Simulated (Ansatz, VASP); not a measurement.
# ZrBRh3: VASP beside Ansatz, part 2 of 2

Aim: how closely do two programs agree when they are given the same cell, functional and k mesh? The cell is taken from a series of runs on this material, whose earlier steps may have relaxed, scaled, displaced or heated it; both programs get it as it stands.

VASP 6.6.1 and Ansatz 0.2.0.

So far: The structure; VASP: relaxation of cell and atoms, PBEsol.

## 3. Ansatz: relaxation of cell and atoms, PBEsol

Level of this step: Ansatz beside VASP: Kohn-Sham DFT, plane waves, PBEsol (Ansatz).

Ansatz runs on its PAW soft_1 files.

The same cell, functional, mesh and smearing now go to Ansatz, which takes its cutoff from its data sets.

input.yaml reads:

```yaml
crystal:
  lattice:
    - [4.0892089104, 0.0, 0.0]
    - [0.0, 4.0892089104, 0.0]
    - [0.0, 0.0, 4.0892089104]
  atoms:
    - { symbol: Zr, position: [0.0, 0.0, 0.0] }
    - { symbol: B, position: [0.5, 0.5, 0.5] }
    - { symbol: Rh, position: [0.0, 0.5, 0.5] }
    - { symbol: Rh, position: [0.5, 0.5, 0.0] }
    - { symbol: Rh, position: [0.5, 0.0, 0.5] }
kpoints:
  mp_grid: { grid: [12, 12, 12] }
hamiltonian:
  xc: pbesol
  pseudopotentials: { kind: paw, azcp: { folder: soft_1 }, xc_functional: pbe }
scf:
  occupations: { method: methfessel_paxton, width: 0.2 }
output:
  forces: true
  stress: true
  eigenvalues: true
relax:
  adjacent_minimum: "off"
  f_tol: 0.001
  max_steps: 60
  cell: { stress_tol: 0.01 }
```

The run is started by

```
ansatz run input.yaml --threads 4 --pin off --max-ram 10240MiB --backend cpu --events-out ev --progress --plain --runs-dir out
```

Numbers of over 12 decimals in the logs are rounded to 6 here.

Output:

```text
Engine: ansatz 0.2.0, aarch64-unknown-linux-gnu
Pseudopotentials: kind: paw
Pseudopotential: Zr, paw, valence charge 12, recommended cutoff 420 eV (normal), soft_1/Zr.paw.azcp
Pseudopotential: B, paw, valence charge 3, recommended cutoff 420 eV (normal), soft_1/B.paw.azcp
Pseudopotential: Rh, paw, valence charge 17, recommended cutoff 420 eV (normal), soft_1/Rh.paw.azcp
Functional definition: PBEsol
  exchange = pbesol_x
  correlation = pbesol_c
Crystal: 5 atoms, lattice volume = 68.378 Å³
Basis set: ecut = 420 eV, 1357 PW (Γ), exchange–correlation on 60×60×60 points (8 copies of the dense FFT grid, shifted against one another)
Bands: 40, of which v1, the nominal top of the filled ones, is band 33 counted from 1 (32 counted from 0)
Symmetry: 48 space group operations
Space group: Pm-3m (ITA 221), of the structure as read, at distance tolerance 4.1e-5 Å
k-points: 84 of 1728
Non-local potential: Zr, projectors of the file, l = 0: 3, l = 1: 2, l = 2: 2, l = 3: 1
Non-local potential: B, projectors of the file, l = 0: 2, l = 1: 2, l = 2: 1
Non-local potential: Rh, projectors of the file, l = 0: 3, l = 1: 2, l = 2: 2, l = 3: 1
PAW form: soft (Blöchl's): semilocal exchange-correlation on the pseudo side does not see the compensation charge
PAW frozen core: Zr, regenerated for the run's functional, and the local potential with it (the file was generated under x = pbe(κ = 0.804, μ = 0.219515), c = pbe(β = 0.066725))
PAW frozen core: B, regenerated for the run's functional, and the local potential with it (the file was generated under x = pbe(κ = 0.804, μ = 0.219515), c = pbe(β = 0.066725))
PAW frozen core: Rh, regenerated for the run's functional, and the local potential with it (the file was generated under x = pbe(κ = 0.804, μ = 0.219515), c = pbe(β = 0.066725))
PAW one-centre angular grid: Zr, 590 points (default); XC on 64 Gauss nodes
PAW one-centre angular grid: B, 110 points (default); XC on 64 Gauss nodes
PAW one-centre angular grid: Rh, 590 points (default); XC on 64 Gauss nodes
Initial density: superposition of atomic densities (chi_scale 0.1, normalization cell, long waves kept (reshape's long-wave potential 0.00 eV rms))
Initial wavefunctions: pseudopotential atomic-orbital guess
Functional: x = pbesol(κ = 0.804, μ = 0.123457), c = pbesol(β = 0.046)
SCF iter   1: F=—  HF=-23309.504238 eV  |F-HF|=—  |Δ(HF+E_count)|=         —  Δρ=2.52e-1  dr2=7.21e1  ethr=3.10e-3  ⟨swp⟩=4.9  Hψ=10604  notcnv=0
preconditioner: auto → Kerker (q_TF=auto, 2.712 Å⁻¹)  [metal: Δε(μ)=0.003 eV  Ē_g=5.373 eV  σ=0.200 eV  W_gap=0.01  n_scr=26 (ndim 8)  ℏωp=26.2 eV  f_vac=0.000  D(μ)=6.33/eV (n_scr^D=80)]
SCF iter   2: F=—  HF=-23303.100599 eV  |F-HF|=—  |Δ(HF+E_count)|=    6.40e0  S|Δr|=    0.00e0  Δρ=1.03e-1  dr2=1.27e1  ethr=3.10e-3  ⟨swp⟩=2.2  Hψ=7057  notcnv=0  defer=8
SCF iter   3: F=—  HF=-23301.681773 eV  |F-HF|=—  |Δ(HF+E_count)|=    1.42e0  S|Δr|=    0.00e0  Δρ=2.64e-2  dr2=1.04e0  ethr=3.10e-3  ⟨swp⟩=2.0  Hψ=5640  notcnv=0  defer=9
SCF iter   4: F=—  HF=-23301.523491 eV  |F-HF|=—  |Δ(HF+E_count)|=   1.58e-1  S|Δr|=    0.00e0  Δρ=7.23e-3  dr2=7.81e-2  ethr=1.57e-3  ⟨swp⟩=2.0  Hψ=4232  notcnv=0  defer=26
SCF iter   5: F=—  HF=-23301.513965 eV  |F-HF|=—  |Δ(HF+E_count)|=   9.53e-3  S|Δr|=    0.00e0  Δρ=4.29e-3  dr2=3.20e-2  ethr=1.18e-4  ⟨swp⟩=1.0  Hψ=3376  notcnv=0  defer=26
SCF iter   6: F=—  HF=-23301.508538 eV  |F-HF|=—  |Δ(HF+E_count)|=   5.43e-3  S|Δr|=    0.00e0  Δρ=1.42e-3  dr2=3.48e-3  ethr=4.84e-5  ⟨swp⟩=1.5  Hψ=3505  notcnv=0  defer=26
SCF iter   7: F=—  HF=-23301.507871 eV  |F-HF|=—  |Δ(HF+E_count)|=   6.67e-4  S|Δr|=    0.00e0  Δρ=1.61e-4  dr2=3.45e-5  ethr=5.27e-6  ⟨swp⟩=2.0  Hψ=4001  notcnv=0  defer=26
SCF iter   8: F=—  HF=-23301.507873 eV  |F-HF|=—  |Δ(HF+E_count)|=   2.23e-6  S|Δr|=    0.00e0  Δρ=2.42e-5  dr2=4.18e-7  ethr=5.23e-8  ⟨swp⟩=2.0  Hψ=5738  notcnv=0  defer=32
SCF iter   9: F=-23301.507874 eV  HF=-23301.507874 eV  |F-HF|=2.42e-9  |Δ(HF+E_count)|=   6.99e-9  S|Δr|=    0.00e0  Δρ=2.93e-6  dr2=6.17e-9  ethr=1.52e-10  ⟨swp⟩=6.8  Hψ=13125  notcnv=0
SCF 1 converged in 9 iterations: F = -23301.507874 eV  dr2 = 6.17e-9
  greatest PAW one-centre occupation: 0.999 electrons in one spin orbital (limit 2), on the Rh atom at site 4 (counted from 0), in its partial waves of l = 0
relax step   1: F+E_penalty+E_count = -23301.50787350 eV  Δ(F+E_penalty+E_count) = +0.000e0 eV  max|allowed force component| = 6.874e-29 eV/Å  Δτ_max = 0.0000 Å  P = -0.022 GPa  Ω = 68.378 Å³  (9 SCF iters, dr2 threshold 1.00e-7 eV, accepted)
[...]
relax step   2: F+E_penalty+E_count = -23301.50787946 eV  Δ(F+E_penalty+E_count) = -5.956e-6 eV  max|allowed force component| = 5.206e-29 eV/Å  Δτ_max = 0.0000 Å  P = +0.011 GPa  Ω = 68.369 Å³  energy of the carried Pulay correction = +5.611e-6 eV  (4 SCF iters, dr2 threshold 1.24e-9 eV, accepted)
[...]
relax step   3: F+E_penalty+E_count = -23301.50787776 eV  Δ(F+E_penalty+E_count) = +1.703e-6 eV  max|allowed force component| = 6.584e-29 eV/Å  Δτ_max = 0.0000 Å  P = +0.000 GPa  Ω = 68.372 Å³  energy of the carried Pulay correction = +3.809e-6 eV  (4 SCF iters, dr2 threshold 2.78e-10 eV, accepted)
[...]
relax step   4: F+E_penalty+E_count = -23301.50787776 eV  Δ(F+E_penalty+E_count) = -7.276e-12 eV  max|allowed force component| = 8.856e-29 eV/Å  Δτ_max = 0.0000 Å  P = -0.000 GPa  Ω = 68.372 Å³  stress off target by 7.32e-5 GPa  SCF on the basis re-selected at this cell (its energy is not comparable with the rows above)  (4 SCF iters)
basis re-selected at this cell: Δ(F+E_penalty+E_count) = -7.276e-12 eV, ΔP = -0.000 GPa vs the last step (what re-selecting the basis moved, of the pressure what is left beyond the Pulay correction that the steps carried, after the strain that the cell walked since its last selection, with what the two solves' SCF thresholds leave and, on support functions, any second-order correction that the steps lacked; it is no  [...]
SCF converged after 4 iterations
Stability not checked: this state was not tested for a lower state beside it, because cold or Methfessel-Paxton smearing, or corrected tetrahedra, fill the levels in a way that the test cannot read (fill_not_monotonic; see scf.lower_state_search)
Free energy (F): -23301.507878 eV
Harris-Foulkes:  -23301.507878 eV  (|F-HF|=3.64e-12)
Internal energy: -23301.514409 eV  (E = F + TS)
E sigma→0 (E₀):  -23301.509511 eV
Entropy (-TS):   0.006531 eV (1.306 meV/atom)
Fermi energy:    19.521833 eV
--- Per-component energies (eV) ---
  E_band       = -412.787473
  E_kinetic    = 1982.506245
  E_local      = -5750.922524  (includes V_loc(G=0)·N_el)
  E_nonlocal   = 986.246640
  E_hartree    = 2160.581334
  E_xc         = -791.091969
  E_vxc        = -982.745247  (∫ρ·V_xc dr)
  E_paw        = -13606.892269  (= ΣΔE_a)
  E_vpaw       = -969.035434  (= ΣTr[D̂ρ^β])
  E_aug_tail   = 0.000219  (compensation charges beyond the density's cutoff)
  E_ewald      = -8282.951118
  E_core_change = 1.009033  (= ΣΔE_core)
  E_smearing   = 0.006531  (= −TS)
  E_closure    = -0.000000  (closes the sum)
  Σ components = -23301.507878   (vs F -23301.507878, Δ=0.00e0)
--- Forces (eV/Å), atoms counted from 1 ---
  atom   1  Zr    -0.00000000     0.00000000    -0.00000000
  atom   2  B      0.00000000    -0.00000000     0.00000000
  atom   3  Rh    -0.00000000     0.00000000     0.00000000
  atom   4  Rh     0.00000000    -0.00000000    -0.00000000
  atom   5  Rh    -0.00000000    -0.00000000     0.00000000
  max |Σ_I F_I| component: 6.63e-29 eV/Å
--- Stress (GPa, compression-positive) ---
       -0.000073      -0.000000       0.000000
        0.000000      -0.000073      -0.000000
       -0.000000      -0.000000      -0.000073
  P = ⅓ Tr σ = -0.0001 GPa (-0.001 kbar)
--- Band table (eV; the first three rows and the last of 84) ---
  k-point 0: bands = [... 29 lower, 18.1878, 18.1878, 19.4087, 19.4383, 19.4383, 19.4383, 21.7914, 21.7914, ... 3 higher]
  k-point 1: bands = [... 29 lower, 17.9600, 18.4598, 19.3528, 19.4384, 19.6745, 19.6745, 21.7502, 21.8507, ... 3 higher]
  k-point 2: bands = [... 29 lower, 17.7155, 18.5178, 19.1864, 19.4389, 20.1034, 20.1034, 21.6378, 21.9428, ... 3 higher]
  k-point 83: bands = [... 29 lower, 19.2435, 19.2435, 19.2435, 19.9676, 19.9676, 19.9676, 20.8435, 20.8435, ... 3 higher]
--- Relaxed structure (3 steps of the walk, 3 accepted, 1 SCFs on fresh bases) ---
  F+E_penalty+E_count = -23301.50787776 eV   max|allowed force component| = 8.856e-29 eV/Å   (the final SCF, on the basis selected at the relaxed cell)
  cell:  # Å, volume = 68.3719 Å³
    - [4.089083, 0, 0.0]
    - [0, 4.089083, 0]
    - [0.0, 0, 4.089083]
  atoms:
    - { symbol: Zr, position: [0, 0, 0] }
    - { symbol: B, position: [0.500000, 0.500000, 0.500000] }
    - { symbol: Rh, position: [0, 0.500000, 0.500000] }
    - { symbol: Rh, position: [0.500000, 0.500000, 0] }
    - { symbol: Rh, position: [0.500000, 0, 0.500000] }
```

## 4. Side by side

Known differences besides the potentials themselves: the data sets hold 66 valence electrons in Ansatz (on its PAW soft_1 files) and 60 in VASP; the cutoff is 420 eV in Ansatz and 500 eV in VASP; Ansatz makes its cores anew for this functional, VASP keeps those of its PBE data sets; Ansatz adds a Pulay correction to the stress that steers its cell, VASP none. Total energies have different zeros and are not compared.

Both answers:

```
                                         quantity  Ansatz   VASP  difference
                                      volume (Å³)   68.37  68.42     -0.07 %
edge a after relaxation, in the typed setting (Å)   4.089  4.090     -0.02 %
```

## 5. What came out

* difference in volume (relaxation of cell and atoms, PBEsol): -0.070 %

What this shows: The difference in volume is -0.070 % (relaxation of cell and atoms, PBEsol), within the 1.2 % picked in this series as the mark of a large difference, as far as the stopping tolerances let one tell. The data sets hold unlike numbers of valence electrons (66 in Ansatz and 60 in VASP), so part of the differences comes from the potentials. 1 further run of this series is not shown here. Such differences can come from data sets, numerical settings and the points named under the comparisons, not from the functional's error against experiment.

[Lines on the potential files, build, host, timing and source positions are cut from VASP's logs without a mark.]

[Logs are printed without paths, hosts, clocks, repeated set-up lines and the standing remarks that a program may print on its own settings, such as how far it seeks lower states.]

[Hosts, paths, dates, database ids (printed as entryN), source tags and the programs' standing remarks are cut or masked in the printed files.]
